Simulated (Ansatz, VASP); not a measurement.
# Cross-check of C (C6 chain between two C chains) between VASP and Ansatz

Aim: how closely do two programs agree when they are given the same cell, functional and k mesh? The cell is taken from a series of runs on this material, whose earlier steps may have relaxed, scaled, displaced or heated it; both programs get it as it stands.

Program: Ansatz 0.2.0. Level of theory: plane waves, with VASP 6.6.1 beside it; PBE. Results are calculated unless marked as measured.

### 1. Starting point

The cell holds 18 atoms: 18 C. Its edges and angles: a = 7.500 Å, b = 7.500 Å, c = 23.010 Å, α = 90.0°, β = 90.0°, γ = 90.0°. Vacuum lies along a and b. The structure's axis is c.

### 2. Ansatz: single point, PBE

Ansatz runs on its default PAW (the set named soft_2) files.

With cell and atoms fixed, the geometry can't cause a difference; cores, projectors, grids and the points listed under the comparison can.

File input.yaml:

```yaml
crystal:
  lattice:
    - [7.5, 0.0, 0.0]
    - [0.0, 7.5, 0.0]
    - [0.0, 0.0, 23.01]
  atoms:
    - { symbol: C, position: [0.5, 0.5, 0.0] }
    - { symbol: C, position: [0.5, 0.5, 0.0556279878] }
    - { symbol: C, position: [0.5, 0.5, 0.1112559757] }
    - { symbol: C, position: [0.5, 0.5, 0.1668839635] }
    - { symbol: C, position: [0.5, 0.5, 0.2225119513] }
    - { symbol: C, position: [0.5, 0.5, 0.2781399392] }
    - { symbol: C, position: [0.5, 0.5, 0.333767927] }
    - { symbol: C, position: [0.5, 0.5, 0.3872229465] }
    - { symbol: C, position: [0.5, 0.5, 0.4454584963] }
    - { symbol: C, position: [0.5, 0.5, 0.4989135159] }
    - { symbol: C, position: [0.5, 0.5, 0.5571490656] }
    - { symbol: C, position: [0.5, 0.5, 0.6106040852] }
    - { symbol: C, position: [0.5, 0.5, 0.666232073] }
    - { symbol: C, position: [0.5, 0.5, 0.7218600608] }
    - { symbol: C, position: [0.5, 0.5, 0.7774880487] }
    - { symbol: C, position: [0.5, 0.5, 0.8331160365] }
    - { symbol: C, position: [0.5, 0.5, 0.8887440243] }
    - { symbol: C, position: [0.5, 0.5, 0.9443720122] }
kpoints:
  mp_grid: { grid: [1, 1, 4] }
hamiltonian:
  xc: pbe
scf:
  occupations: { method: fermi_dirac, width: 0.1 }
  convergence: { dr2_threshold: 1.0e-08 }
output:
  transmission:
    leads: [[0, 1]]
    e_range: [-2.0, 2.0]
    de: 0.05
    kmesh: [1, 1]
    reduced_basis: true
  write_potential: true
  write_density: true
  volumetric_format: npy
```

On the command line:

```sh
$ ansatz run input.yaml --threads 2 --pin off --max-ram 4096MiB --backend cpu --events-out ev --progress --plain --runs-dir out
```

Numbers of over 12 decimals in the logs are rounded to 6 here.

What it wrote:

```text
Engine: ansatz 0.2.0, aarch64-unknown-linux-gnu
Pseudopotentials: kind: paw
Pseudopotential: C, paw, valence charge 4, recommended cutoff 420 eV (normal), C.paw.azcp
Functional definition: PBE
  parameter kappa = 0.804
  parameter beta = 0.066725
  exchange = pbe_x(kappa = kappa, mu = beta*pi^2/3)
  correlation = pbe_c(beta = beta)
Crystal: 18 atoms, lattice volume = 1294.312 Å³
Basis set: ecut = 420 eV, 25349 PW (Γ)
Bands: 54, of which v1, the nominal top of the filled ones, is band 36 counted from 1 (35 counted from 0)
Symmetry: 16 space group operations
Space group: P4/mmm (ITA 123), of the structure as read, at distance tolerance 1.1e-4 Å
k-points: 3 of 4
Non-local potential: C, projectors of the file, l = 0: 2, l = 1: 2, l = 2: 1
PAW form: soft (Blöchl's): semilocal exchange-correlation on the pseudo side does not see the compensation charge
PAW one-centre angular grid: C, 110 points (default); XC on 64 Gauss nodes
Initial density: superposition of atomic densities (neutral atoms: chi_scale 0, normalization atom), corrected by the library's trained network
Initial wavefunctions: pseudopotential atomic-orbital guess
Functional: x = pbe(κ = 0.804, μ = 0.219515), c = pbe(β = 0.066725)
SCF iter   1: F=—  HF=-4499.024717 eV  |F-HF|=—  |Δ(HF+E_count)|=         —  Δρ=3.53e-3  dr2=8.76e-2  ethr=1.77e-3  ⟨swp⟩=14.0  Hψ=1077  notcnv=0  defer=11
preconditioner: auto → LDOS  [insulator: Δε(μ)=0.304 eV  Ē_g=12.452 eV  σ=0.100 eV  W_gap=0.64  n_scr=96 (ndim 8)  ℏωp=8.8 eV  f_vac=0.729  D(μ)=3.06/eV (n_scr^D=4)  ε∞_Penn≈1.5  β→1.0]
SCF iter   2: F=—  HF=-4499.040193 eV  |F-HF|=—  |Δ(HF+E_count)|=   1.55e-2  Δρ=1.31e-3  dr2=2.30e-2  ethr=1.22e-4  ⟨swp⟩=3.0  Hψ=344  notcnv=0  defer=18
SCF iter   3: F=—  HF=-4499.031844 eV  |F-HF|=—  |Δ(HF+E_count)|=   8.35e-3  Δρ=3.20e-4  dr2=1.23e-3  ethr=3.20e-5  ⟨swp⟩=2.0  Hψ=272  notcnv=0  defer=18
SCF iter   4: F=—  HF=-4499.031612 eV  |F-HF|=—  |Δ(HF+E_count)|=   2.32e-4  Δρ=5.86e-5  dr2=2.19e-5  ethr=1.71e-6  ⟨swp⟩=2.0  Hψ=240  notcnv=0  defer=18
SCF iter   5: F=—  HF=-4499.031639 eV  |F-HF|=—  |Δ(HF+E_count)|=   2.72e-5  Δρ=8.78e-6  dr2=6.27e-7  ethr=3.05e-8  ⟨swp⟩=2.0  Hψ=252  notcnv=0  defer=18
SCF iter   6: F=—  HF=-4499.031206 eV  |F-HF|=—  |Δ(HF+E_count)|=   4.34e-4  Δρ=2.20e-6  dr2=5.35e-8  ethr=8.71e-10  ⟨swp⟩=2.0  Hψ=257  notcnv=0  defer=12
SCF iter   7: F=-4499.031206 eV  HF=-4499.031206 eV  |F-HF|=1.52e-9  |Δ(HF+E_count)|=   1.66e-7  Δρ=2.52e-7  dr2=4.39e-10  ethr=1.39e-11  ⟨swp⟩=23.3  Hψ=1007  notcnv=0
SCF 1 converged in 7 iterations: F = -4499.031206 eV  dr2 = 4.39e-10
  greatest PAW one-centre occupation: 0.709 electrons in one spin orbital (limit 2), on the C atom at site 11 (counted from 0), in its partial waves of l = 0
transmission: 29 of 174 steps passed
transmission: 58 of 174 steps passed
[...]
transmission: 174 of 174 steps passed
WARN: The output density's exchange-correlation potential varies sharply where the density is thin. Do not read a vacuum level from v_tot or v_xc, or from such a field of the output density. On a cell that repeats whose density bears no net charge and no dipole along the vacuum's axis use v_es (v_loc + v_h of the components); under efield.dipole_correction with no amplitude use v_es + v_field, which holds any externa [...]
SCF converged after 7 iterations
Free energy (F): -4499.031206 eV
Harris-Foulkes:  -4499.031206 eV  (|F-HF|=1.52e-9)
Internal energy: -4498.921056 eV  (E = F + TS)
E sigma→0 (E₀):  -4498.976131 eV
Entropy (-TS):   -0.110150 eV (-6.119 meV/atom)
Fermi energy:    -3.778406 eV
--- Per-component energies (eV) ---
  E_band       = -869.069417
  E_kinetic    = 1597.084263
  E_local      = -8357.968320  (includes V_loc(G=0)·N_el)
  E_nonlocal   = 504.502973
  E_hartree    = 3274.880944
  E_xc         = -841.315218
  E_vxc        = -1037.751020  (∫ρ·V_xc dr)
  E_paw        = -1790.236858  (= ΣΔE_a)
  E_vpaw       = -124.699968  (= ΣTr[D̂ρ^β])
  E_aug_tail   = 0.000148  (compensation charges beyond the density's cutoff)
  E_ewald      = 1114.131012
  E_smearing   = -0.110150  (= −TS)
  E_closure    = -0.000000  (closes the sum)
  Σ components = -4499.031206   (vs F -4499.031206, Δ=0.00e0)
--- Band table (eV) ---
  k-point 0: bands = [... 32 lower, -5.0216, -5.0216, -4.7677, -4.7677, -2.6944, -2.6944, -2.3984, -2.3984, ... 14 higher]
  k-point 1: bands = [... 32 lower, -5.4109, -5.4109, -4.3512, -4.3512, -3.1783, -3.1783, -1.8849, -1.8849, ... 14 higher]
  k-point 2: bands = [... 32 lower, -5.8018, -5.8018, -3.9126, -3.9126, -3.6451, -3.6451, -1.3184, -1.3184, ... 14 higher]
--- Transmission ---
  basis      : 497 plane waves across, 29 finite elements along
  points     : 1, standing for a mesh of 1 x 1
  energies   : 81 from -2.000000 to 2.000000 eV about the Fermi level, 0.050000 eV apart; the leads are filled to 0.000000 eV, and channels, transmission and decay are at 0.000000 eV
  crystal 0  : C1, at the sites [0, 1], period 1.2800 Å, over 17.92 Å; its Hamiltonian steps by up to 2.9 meV
    offset         : up to 0.0000 Å between an atom of the period and one for which it stands
    channels       : 2.000000e0 a spin
    conductance    : none, the energies end too early or step too widely for 300 K: set another output.transmission.e_range or a lower de, or, where they end at an eighth of basis.ecutwfc, a higher one
  junction   : crystal 0 to crystal 0, -0.11 to 21.62 Å
    transmission   : 1.754312e0 a spin
    error estimate : 5.908313e-5 a spin from the reduction of the transverse basis, at the most 6.635780e-5 at -2.000000 eV
    conductance    : none, the energies end too early or step too widely for 300 K: set another output.transmission.e_range or a lower de, or, where they end at an eighth of basis.ecutwfc, a higher one
```

The column dr2 measures how far the density is from self-consistency, as an energy; F and HF (Harris–Foulkes) agree once it is small.

### 3. VASP: single point, PBE

The same cell, functional, mesh and smearing now go to VASP, with its own data sets.

Lines of VASP's logs that name or quote its potential files are left out, and so is its time.

File INCAR:

```
SYSTEM = C
PREC = Accurate
ENCUT = 520
EDIFF = 1E-06
NELM = 120
ISMEAR = -1
SIGMA = 0.1
LREAL = .FALSE.
ALGO = Normal
GGA = PE
NBANDS = 54
LORBIT = 11
LWAVE = .FALSE.
LCHARG = .FALSE.
ISIF = 2
LASPH = .TRUE.
GGA_COMPAT = .FALSE.
EFERMI = MIDGAP
KPAR = 2
```

File POSCAR:

```
C
1.0
    7.5000000000      0.0000000000      0.0000000000
    0.0000000000      7.5000000000      0.0000000000
    0.0000000000      0.0000000000     23.0100000000
C
18
Direct
    0.5000000000      0.5000000000      0.0000000000
    0.5000000000      0.5000000000      0.0556279879
    0.5000000000      0.5000000000      0.1112559757
    0.5000000000      0.5000000000      0.1668839635
    0.5000000000      0.5000000000      0.2225119514
    0.5000000000      0.5000000000      0.2781399392
    0.5000000000      0.5000000000      0.3337679270
    0.5000000000      0.5000000000      0.3872229466
    0.5000000000      0.5000000000      0.4454584963
    0.5000000000      0.5000000000      0.4989135159
    0.5000000000      0.5000000000      0.5571490657
    0.5000000000      0.5000000000      0.6106040852
    0.5000000000      0.5000000000      0.6662320730
    0.5000000000      0.5000000000      0.7218600609
    0.5000000000      0.5000000000      0.7774880487
    0.5000000000      0.5000000000      0.8331160365
    0.5000000000      0.5000000000      0.8887440244
    0.5000000000      0.5000000000      0.9443720122
```

File KPOINTS:

```
Automatic mesh
0
Gamma
1 1 4
0 0 0
```

The projector-augmented-wave data sets are C (PBE family, release 64).

On the command line:

```sh
$ mpirun -np 4 vasp_std
```

What it wrote:

```text
[banner, memory and clock lines left out]
running    4 mpi-ranks, on    1 nodes
 distrk:  each k-point on    2 cores,    2 groups
 distr:  one band on    1 cores,    2 groups

 POSCAR found type information on POSCAR C
 POSCAR found :  1 types and      18 ions
|                                                                             |
|               ----> ADVICE to this user running VASP <----                  |
|                                                                             |
|     You have a (more or less) 'large supercell' and for larger cells it     |
|     might be more efficient to use real-space projection operators.         |
|     Therefore, try LREAL= Auto in the INCAR file.                           |
|     Mind: For very accurate calculation, you might also keep the            |
|     reciprocal projection scheme (i.e. LREAL=.FALSE.).                      |
|                                                                             |

 LDA part: xc-table for (Slater+PW92), standard interpolation
 POSCAR, INCAR and KPOINTS ok, starting setup
 FFT: planning ... GRIDC
 FFT: planning ... GRID_SOFT
 FFT: planning ... GRID
 WAVECAR not read
 entering main loop
       N       E                     dE             d eps       ncg     rms          rms(c)
DAV:   1     0.612817869417E+03    0.61282E+03   -0.24105E+04   356   0.924E+02
DAV:   2    -0.100835031244E+02   -0.62290E+03   -0.60365E+03   468   0.217E+02
DAV:   3    -0.158882633135E+03   -0.14880E+03   -0.14839E+03   418   0.107E+02
DAV:   4    -0.164381756081E+03   -0.54991E+01   -0.54841E+01   400   0.283E+01
DAV:   5    -0.164493123376E+03   -0.11137E+00   -0.11112E+00   424   0.362E+00    0.214E+01
DAV:   6    -0.151825762246E+03    0.12667E+02   -0.16398E+01   356   0.127E+01    0.121E+01
DAV:   7    -0.148228559732E+03    0.35972E+01   -0.15220E+01   336   0.116E+01    0.375E+00
DAV:   8    -0.148192580004E+03    0.35980E-01   -0.40190E-01   392   0.249E+00    0.584E-01
DAV:   9    -0.148181788045E+03    0.10792E-01   -0.70078E-02   396   0.985E-01    0.286E-01
DAV:  10    -0.148184997282E+03   -0.32092E-02   -0.18129E-02   370   0.435E-01    0.216E-01
DAV:  11    -0.148196401601E+03   -0.11404E-01   -0.51892E-03   336   0.247E-01    0.106E-01
DAV:  12    -0.148205607848E+03   -0.92062E-02   -0.18340E-03   336   0.162E-01    0.534E-02
DAV:  13    -0.148209306891E+03   -0.36990E-02   -0.36813E-04   344   0.656E-02    0.319E-02
DAV:  14    -0.148213150261E+03   -0.38434E-02   -0.16488E-04   324   0.470E-02    0.131E-02
DAV:  15    -0.148214558626E+03   -0.14084E-02   -0.35297E-05   324   0.224E-02    0.625E-03
DAV:  16    -0.148215169449E+03   -0.61082E-03   -0.17168E-05   300   0.128E-02    0.302E-03
DAV:  17    -0.148215390871E+03   -0.22142E-03   -0.67764E-06   276   0.737E-03    0.122E-03
DAV:  18    -0.148215460414E+03   -0.69543E-04   -0.20136E-06   268   0.424E-03    0.537E-04
DAV:  19    -0.148215473874E+03   -0.13460E-04   -0.40980E-07   216   0.203E-03    0.367E-04
DAV:  20    -0.148215475752E+03   -0.18789E-05   -0.84108E-08   216   0.935E-04    0.137E-04
DAV:  21    -0.148215475899E+03   -0.14651E-06   -0.10005E-08   228   0.388E-04
   1 F= -.14821548E+03 E0= -.14816047E+03  d E =-.110014E+00
```

OUTCAR, selected parts (step 3):

```text
ion  position               nearest neighbor table
   1  0.500  0.500  0.000-  18 1.28   2 1.28
   2  0.500  0.500  0.056-   3 1.28   1 1.28
   3  0.500  0.500  0.111-   2 1.28   4 1.28
   4  0.500  0.500  0.167-   3 1.28   5 1.28
   5  0.500  0.500  0.223-   6 1.28   4 1.28
   6  0.500  0.500  0.278-   7 1.28   5 1.28
   7  0.500  0.500  0.334-   8 1.23   6 1.28
   8  0.500  0.500  0.387-   7 1.23   9 1.34
   9  0.500  0.500  0.445-  10 1.23   8 1.34
  10  0.500  0.500  0.499-   9 1.23  11 1.34
  11  0.500  0.500  0.557-  12 1.23  10 1.34
  12  0.500  0.500  0.611-  11 1.23  13 1.28
  13  0.500  0.500  0.666-  12 1.28  14 1.28
  14  0.500  0.500  0.722-  15 1.28  13 1.28
  15  0.500  0.500  0.777-  14 1.28  16 1.28
  16  0.500  0.500  0.833-  15 1.28  17 1.28
  17  0.500  0.500  0.889-  18 1.28  16 1.28
  18  0.500  0.500  0.944-   1 1.28  17 1.28

  LATTYP: Found a simple tetragonal cell.
 ALAT       =     7.5000000000
 C/A-ratio  =     3.0680000000

 Subroutine GETGRP returns: Found 16 space group operations
 (whereof  8 operations were pure point group operations)

The static configuration has the point symmetry C_4v.
 The point group associated with its full space group is D_4h.

 Found      3 irreducible k-points:

   k-points           NKPTS =      3   k-points in BZ     NKDIM =      3   number of bands    NBANDS=     54

   dimension x,y,z NGX =    56 NGY =   56 NGZ =  180
   dimension x,y,z NGXF=   112 NGYF=  112 NGZF=  360

   ENCUT  =  520.0 eV  38.22 Ry    6.18 a.u.  13.95 13.95 42.78*2*pi/ulx,y,z

   NELECT =      72.0000    total number of electrons

 k-points in reciprocal lattice and weights: Automatic mesh
   0.00000000  0.00000000  0.00000000       0.250
   0.00000000  0.00000000  0.25000000       0.500
   0.00000000  0.00000000  0.50000000       0.250

 average (electrostatic) potential at core
       1 -59.4130       2 -59.4130       3 -59.4129       4 -59.4135       5 -59.4092
       6 -59.4109       7 -59.3427       8 -59.4156       9 -59.4112      10 -59.4112
      11 -59.4156      12 -59.3427      13 -59.4109      14 -59.4092      15 -59.4135
      16 -59.4129      17 -59.4130      18 -59.4130

 E-fermi :  -4.0644

 k-point     1 :       0.0000    0.0000    0.0000
  band No.  band energies     occupation
    ...
     32      -6.9955      2.00000
     33      -5.3068      1.99999
     34      -5.3068      1.99999
     35      -5.0527      1.99990
     36      -5.0527      1.99990
     37      -2.9809      0.00004
     38      -2.9809      0.00004
     39      -2.6846      0.00000
     40      -2.6846      0.00000
     41      -0.1164      0.00000
    ...

 k-point     2 :       0.0000    0.0000    0.2500
  band No.  band energies     occupation
    ...
     32      -6.6184      2.00000
     33      -5.6953      2.00000
     34      -5.6953      2.00000
     35      -4.6368      1.99349
     36      -4.6368      1.99349
     37      -3.4645      0.00495
     38      -3.4645      0.00495
     39      -2.1713      0.00000
     40      -2.1713      0.00000
     41      -0.7904      0.00000
    ...

 k-point     3 :       0.0000    0.0000    0.5000
  band No.  band energies     occupation
    ...
     32      -6.2544      2.00000
     33      -6.0855      2.00000
     34      -6.0855      2.00000
     35      -4.1990      1.58689
     36      -4.1990      1.58689
     37      -3.9308      0.41630
     38      -3.9308      0.41630
     39      -1.6044      0.00000
     40      -1.6044      0.00000
     41      -1.3868      0.00000
    ...

  Total        0.0548245      0.0548245      9.5883336      0.0000000     -0.0000000      0.0000000
  in kB        0.0678650      0.0678650     11.8690121      0.0000000     -0.0000000      0.0000000
  external PRESSURE =       4.0015807 kB  Pullay stress =       0.0000000 kB

  energy-cutoff  :      520.00
  volume of cell :     1294.31
      direct lattice vectors                 reciprocal lattice vectors
     7.500000000  0.000000000  0.000000000     0.133333333  0.000000000  0.000000000
     0.000000000  7.500000000  0.000000000     0.000000000  0.133333333  0.000000000
     0.000000000  0.000000000 23.010000000     0.000000000  0.000000000  0.043459365

 POSITION                                       TOTAL-FORCE (eV/Angst)
 -----------------------------------------------------------------------------------
      3.75000      3.75000      0.00000         0.000000     -0.000000      1.084400
      3.75000      3.75000      1.28000         0.000000     -0.000000     -1.123151
      3.75000      3.75000      2.56000        -0.000000      0.000000      1.208133
      3.75000      3.75000      3.84000         0.000000      0.000000     -1.365083
      3.75000      3.75000      5.12000         0.000000      0.000000      1.641751
      3.75000      3.75000      6.40000         0.000000     -0.000000     -2.181976
      3.75000      3.75000      7.68000         0.000000      0.000000     -1.340948
      3.75000      3.75000      8.91000         0.000000      0.000000      4.545130
      3.75000      3.75000     10.25000         0.000000      0.000000     -4.094885
      3.75000      3.75000     11.48000         0.000000     -0.000000      4.094885
      3.75000      3.75000     12.82000         0.000000     -0.000000     -4.545130
      3.75000      3.75000     14.05000         0.000000     -0.000000      1.340948
      3.75000      3.75000     15.33000         0.000000     -0.000000      2.181976
      3.75000      3.75000     16.61000        -0.000000     -0.000000     -1.641751
      3.75000      3.75000     17.89000         0.000000     -0.000000      1.365083
      3.75000      3.75000     19.17000         0.000000      0.000000     -1.208133
      3.75000      3.75000     20.45000         0.000000     -0.000000      1.123151
      3.75000      3.75000     21.73000         0.000000     -0.000000     -1.084400
 -----------------------------------------------------------------------------------
    total drift:                                0.000000      0.000000      0.000007

  FREE ENERGIE OF THE ION-ELECTRON SYSTEM (eV)
  ---------------------------------------------------
  free  energy   TOTEN  =      -148.2154758990 eV

  energy  without entropy=     -148.1054621750  energy(sigma->0) =     -148.16046904

 total charge
# of ion       s       p       d       tot
------------------------------------------
    1        0.893   1.795   0.000   2.688
    2        0.893   1.795   0.000   2.688
    3        0.893   1.795   0.000   2.688
    4        0.893   1.796   0.000   2.689
    5        0.893   1.794   0.000   2.687
    6        0.894   1.796   0.000   2.691
    7        0.913   1.847   0.000   2.760
    8        0.894   1.797   0.000   2.691
    9        0.893   1.796   0.000   2.689
   10        0.893   1.796   0.000   2.689
   11        0.894   1.797   0.000   2.691
   12        0.913   1.847   0.000   2.760
   13        0.894   1.796   0.000   2.691
   14        0.893   1.794   0.000   2.687
   15        0.893   1.796   0.000   2.689
   16        0.893   1.795   0.000   2.688
   17        0.893   1.795   0.000   2.688
   18        0.893   1.795   0.000   2.688
--------------------------------------------------
tot         16.121  32.421   0.000  48.542
```

### 4. Differences

Known differences besides the potentials themselves: the cutoff is 420 eV in Ansatz and 520 eV in VASP. Total energies have different zeros and are not compared.

The two programs side by side:

```csv
quantity,Ansatz,VASP,difference
gap on the k mesh (eV),0.267,0.268,-0.001
```

A gap on the mesh is an upper bound, since the band edges may lie between its points.

### 5. Outcome

```
difference in gap on the k mesh (single point, PBE) : -7.1e-4 eV
```

The difference in gap on the k mesh is -7.1e-4 eV (single point, PBE), within the 0.08 eV picked in this series as the mark of a large difference. Such differences can come from data sets, numerical settings and the points named under the comparisons, not from the functional's error against experiment.

[Lines on the potential files, build, host, timing and source positions are cut from VASP's logs without a mark.]

[Logs are printed without paths, hosts, clocks, repeated set-up lines and the standing remarks that a program may print on its own settings, such as how far it seeks lower states.]

[Hosts, paths, dates, database ids (printed as entryN), source tags and the programs' standing remarks are cut or masked in the printed files.]
